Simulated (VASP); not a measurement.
Energy against volume of PdIn (CsCl type). Method: revTPSS meta-GGA, VASP's PBE PAW potentials (set 64) (plane waves; VASP). Run with 520 eV cut-off, 11×11×11 Γ-centred mesh, first-order Methfessel-Paxton smearing of 0.10 eV, potentials In_d Pd.

```csv
V (Å³/atom),E (eV/atom)
16.629,11.56549
17.143,11.55746
17.657,11.56331
18.172,11.58059
```

Task: Fit these four points and predict the energy of the run at 16.114 Å³/atom.

Result: A cubic in V^(−2/3), the third-order Birch-Murnaghan form, passes through the four points with V0 = 17.17 Å³/atom and B0 = 143 GPa, and gives 11.5905 eV/atom there. The run gave 11.5903 eV/atom, -0.1 meV/atom from the fit; all five points give B0 = 142 GPa.

The compound is PdIn in the CsCl type structure. The cell was not relaxed at this level.
